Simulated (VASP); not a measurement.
Level of theory: PBE GGA, VASP's PBE PAW potentials (set 64) (plane waves; VASP).

VASP input:

INCAR:
```
SYSTEM = Cu16Si
PREC = Normal
ENCUT = 400
EDIFF = 1E-6
NELM = 100
ALGO = Normal
LREAL = .FALSE.
LASPH = .TRUE.
ISMEAR = 1
SIGMA = 0.1
GGA = PE
LMAXMIX = 4
LWAVE = .FALSE.
LCHARG = .FALSE.
NELMIN = 4
LDIPOL = .TRUE.
IDIPOL = 3
DIPOL = 0.5 0.5 0.5
LVHAR = .TRUE.
LORBIT = 11
```

File POSCAR:
```
Cu16Si
1.0
  5.1357214723   0.0000000000   0.0000000000
  0.0000000000   5.1357214723   0.0000000000
  0.0000000000   0.0000000000  19.5306480613
Cu Si
16 1
Direct
  0.2500000000   0.2500000000   0.3625390558
  0.7500000000   0.2500000000   0.3629956969
  0.2500000000   0.7500000000   0.3629956969
  0.7500000000   0.7500000000   0.3622814740
  0.0008350636   0.0008350636   0.4530906523
  0.4991649364   0.0008350636   0.4530906523
  0.0008350636   0.4991649364   0.4530906523
  0.4991649364   0.4991649364   0.4530906523
  0.2500000000   0.2500000000   0.5471589004
  0.7500000000   0.2500000000   0.5468384937
  0.2500000000   0.7500000000   0.5468384937
  0.7500000000   0.7500000000   0.5454816961
  0.9922292458   0.9922292458   0.6392326435
  0.5077707542   0.9922292458   0.6392326435
  0.9922292458   0.5077707542   0.6392326435
  0.5077707542   0.5077707542   0.6392326435
  0.2500000000   0.2500000000   0.7081283094
```

KPOINTS:
```
Automatic mesh
0
Gamma
5 5 1
0 0 0
```

POTCAR, in this order: Cu Si (PBE.64 set). Program: vasp_std. Read from the step before: WAVECAR.

What VASP printed:

**OUTCAR**
```
 ion  position               nearest neighbor table
   1  0.250  0.250  0.363-   5 2.53   6 2.53   7 2.53   8 2.53   2 2.57   3 2.57   3 2.57   2 2.57
  LATTYP: Found a simple tetragonal cell.
 ALAT       =     5.1357214723
 C/A-ratio  =     3.8029025068
 Subroutine PRICEL returns:
 Original cell was already a primitive cell.
 Subroutine GETGRP returns: Found  8 space group operations
The static configuration has the point symmetry C_1h.
 The point group associated with its full space group is C_4v.
The dynamic configuration has the point symmetry C_1h.
 Subroutine INISYM returns: Found  8 space group operations
 Subroutine IBZKPT returns following result:
 Found      6 irreducible k-points:

 Following reciprocal coordinates:
            Coordinates               Weight
  0.000000  0.000000  0.000000      1.000000
  0.200000  0.000000  0.000000      4.000000
  0.400000  0.000000  0.000000      4.000000
  0.200000  0.200000  0.000000      4.000000
  0.400000  0.200000  0.000000      8.000000
  0.400000  0.400000  0.000000      4.000000
   k-points           NKPTS =      6   k-points in BZ     NKDIM =      6   number of bands    NBANDS=    108
   number of dos      NEDOS =    301   number of ions     NIONS =     17
   total plane-waves  NPLWV =  75264
   dimension x,y,z NGX =    28 NGY =   28 NGZ =   96
   dimension x,y,z NGXF=    56 NGYF=   56 NGZF=  192
   ions per type =              16   1
   PREC   = normal    normal or accurate (medium, high low for compatibility)
   ISTART =      1    job   : 0-new  1-cont  2-samecut
   ICHARG =      0    charge: 1-file 2-atom 10-const
   ISPIN  =      1    spin polarized calculation?
   LNONCOLLINEAR =      F non collinear calculations
   LSORBIT =      F    spin-orbit coupling
   INIWAV =      1    electr: 0-lowe 1-rand  2-diag
   ENCUT  =  400.0 eV  29.40 Ry    5.42 a.u.   8.38  8.38 31.85*2*pi/ulx,y,z
   NELM   =    100;   NELMIN=  4; NELMDL=  0     # of ELM steps
   EDIFF  = 0.1E-05   stopping-criterion for ELM
   LREAL  =      F    real-space projection
...
```

File OSZICAR:
```
       N       E                     dE             d eps       ncg     rms          rms(c)
DAV:   1    -0.601944564874E+02   -0.60194E+02   -0.37543E-02  2340   0.476E+00    0.536E-01
DAV:   2    -0.605049466933E+02   -0.31049E+00   -0.23715E+00  1704   0.287E+01    0.257E+00
DAV:   3    -0.601786473383E+02    0.32630E+00   -0.11297E+00  1608   0.210E+01    0.196E-01
DAV:   4    -0.601792465959E+02   -0.59926E-03   -0.90765E-03  1568   0.128E+00    0.489E-02
DAV:   5    -0.601793827199E+02   -0.13612E-03   -0.20958E-03  1448   0.547E-01    0.432E-02
DAV:   6    -0.601794067893E+02   -0.24069E-04   -0.44723E-04  1428   0.291E-01    0.208E-02
DAV:   7    -0.601794052598E+02    0.15295E-05   -0.54544E-05  1848   0.555E-02    0.130E-02
DAV:   8    -0.601794070098E+02   -0.17500E-05   -0.12654E-05  1592   0.848E-02    0.768E-03
DAV:   9    -0.601794081906E+02   -0.11808E-05   -0.60314E-06  1420   0.532E-02    0.297E-03
DAV:  10    -0.601794099096E+02   -0.17189E-05   -0.30020E-06  1096   0.188E-02    0.227E-03
DAV:  11    -0.601794104082E+02   -0.49867E-06   -0.10200E-06   824   0.197E-02
   1 F= -.60179410E+02 E0= -.60177127E+02  d E =-.685048E-02
```

File OUTCAR:
```
------------------------ aborting loop because EDIFF is reached ----------------------------------------
  FORCE on cell =-STRESS in cart. coord.  units (eV):
  Direction    XX          YY          ZZ          XY          YZ          ZX
  --------------------------------------------------------------------------------------
  Total       -2.7830603     -2.7830603     -1.3034367      0.0000000     -0.0000000     -0.0000000
  in kB       -8.6559276     -8.6559276     -4.0539739      0.0000000     -0.0000000     -0.0000000
  external PRESSURE =      -7.1219431 kB  Pullay stress =       0.0000000 kB
  volume of cell :      515.13
      direct lattice vectors                 reciprocal lattice vectors
     5.135721472  0.000000000  0.000000000     0.194714609  0.000000000  0.000000000
     0.000000000  5.135721472  0.000000000     0.000000000  0.194714609  0.000000000
     0.000000000  0.000000000 19.530648061     0.000000000  0.000000000  0.051201578
 POSITION                                       TOTAL-FORCE (eV/Angst)
 -----------------------------------------------------------------------------------
      1.28393      1.28393      7.08062        -0.000000     -0.000000      0.000382
      3.85179      1.28393      7.08954        -0.000000     -0.000000      0.006857
      1.28393      3.85179      7.08954        -0.000000     -0.000000      0.006857
      3.85179      3.85179      7.07559        -0.000000     -0.000000      0.016468
      0.00429      0.00429      8.84915         0.000933      0.000933      0.002648
      2.56357      0.00429      8.84915        -0.000933      0.000933      0.002648
      0.00429      2.56357      8.84915         0.000933     -0.000933      0.002648
      2.56357      2.56357      8.84915        -0.000933     -0.000933      0.002648
      1.28393      1.28393     10.68637        -0.000000     -0.000000     -0.016053
      3.85179      1.28393     10.68011        -0.000000     -0.000000     -0.006700
      1.28393      3.85179     10.68011        -0.000000     -0.000000     -0.006700
      3.85179      3.85179     10.65361         0.000000     -0.000000     -0.001158
      5.09581      5.09581     12.48463        -0.000385     -0.000385     -0.004708
      2.60777      5.09581     12.48463         0.000385     -0.000385     -0.004708
      5.09581      2.60777     12.48463        -0.000385      0.000385     -0.004708
      2.60777      2.60777     12.48463         0.000385      0.000385     -0.004708
      1.28393      1.28393     13.83020         0.000000     -0.000000      0.008288
 -----------------------------------------------------------------------------------
    total drift:                                0.000000      0.000000      0.093221
  FREE ENERGIE OF THE ION-ELECTRON SYSTEM (eV)
  ---------------------------------------------------
  free  energy   TOTEN  =       -60.1794104082 eV

  energy  without entropy=      -60.1725599264  energy(sigma->0) =      -60.17712691

 total charge

# of ion       s       p       d       tot
------------------------------------------
    1        0.439   0.263   9.209   9.911
    2        0.448   0.260   9.208   9.916
    3        0.448   0.260   9.208   9.916
    4        0.435   0.256   9.213   9.904
    5        0.440   0.378   9.173   9.990
    6        0.440   0.378   9.173   9.990
    7        0.440   0.378   9.173   9.990
    8        0.440   0.378   9.173   9.990
    9        0.419   0.370   9.178   9.968
   10        0.440   0.370   9.175   9.986
   11        0.440   0.370   9.175   9.986
   12        0.453   0.387   9.164  10.004
   13        0.467   0.350   9.168   9.985
   14        0.467   0.350   9.168   9.985
   15        0.467   0.350   9.168   9.985
   16        0.467   0.350   9.168   9.985
   17        0.858   0.759   0.000   1.617
--------------------------------------------------
tot          8.008   6.205 146.895 161.108
```
(Selected blocks of OUTCAR.)

The cell is a thin slab with vacuum, built from Cu (fcc): (100) face, Si adsorbed.
